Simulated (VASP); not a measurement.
Input:

```
CELL_PARAMETERS angstrom
      4.02941     0.00000     0.00000
      0.00000     4.02941     0.00000
      0.00000     0.00000     4.02941
ATOMIC_POSITIONS crystal
  K  0.00000 0.00000 0.00000
  Ta 0.50000 0.50000 0.50000
  O  0.50000 0.00000 0.50000
  O  0.00000 0.50000 0.50000
  O  0.50000 0.50000 0.00000
```

These are PW91 GGA, VASP's PBE PAW potentials (set 64) (plane waves; VASP) values and carry that method's errors. Settings: 520 eV cut-off, 6×6×6 Γ-centred mesh, tetrahedra with Blöchl corrections, potentials K_sv Ta_pv O.

Unless said otherwise, spin-orbit coupling is left out, though it shifts the bands of the heavy elements here.

Predict the energy per atom (σ→0), band gap (on the k-mesh) with the smallest direct gap where there is one.

| Property | Result |
|---|---|
| band gap (on the k-mesh) | 2.10 eV |
| smallest direct gap (on the k-mesh) | 2.73 eV |
| energy per atom (σ→0) | -8.255 eV/atom |

Total energies compare only between runs with the same potentials, cut-off and functional.

The compound is KTaO3 in the cubic perovskite structure. It was relaxed first.
